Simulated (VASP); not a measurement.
Consider the following.

```xyz
8
Lattice="4.7050 0.0000 0.0000 0.0000 4.7050 0.0000 0.0000 0.0000 4.7050" Properties=species:S:1:pos:R:3 pbc="T T T"
Si     0.7629     1.5896     3.1154
Si     3.1154     0.7629     1.5896
Si     3.9421     3.9421     3.9421
Si     1.5896     3.1154     0.7629
Ru     4.0938     2.9638     1.7413
Ru     1.7413     4.0938     2.9638
Ru     0.6113     0.6113     0.6113
Ru     2.9638     1.7413     4.0938
```

Method: r2SCAN meta-GGA, VASP's PBE PAW potentials (set 64) (plane waves; VASP). Numerical set-up: 400 eV cut-off, 5×5×5 Γ-centred mesh, tetrahedra with Blöchl corrections, potentials Si Ru_pv.

The cores are frozen, which limits the accuracy of field gradients.

Task: Give the principal components of the electric field gradient (V/Å²) and the asymmetry η at each nucleus.

Result: 
```
atom    Vxx    Vyy    Vzz     η
----  -----  -----  -----  ----
Si1    17.4   17.4  -34.8  0.00
Si2    17.4   17.4  -34.8  0.00
Si3    17.4   17.4  -34.8  0.00
Si4    17.4   17.4  -34.8  0.00
Ru5   -50.4  -50.4  100.9  0.00
Ru6   -50.4  -50.4  100.9  0.00
Ru7   -50.4  -50.4  100.9  0.00
Ru8   -50.4  -50.4  100.9  0.00
```

The compound is RuSi in the B20 structure. It was relaxed first.
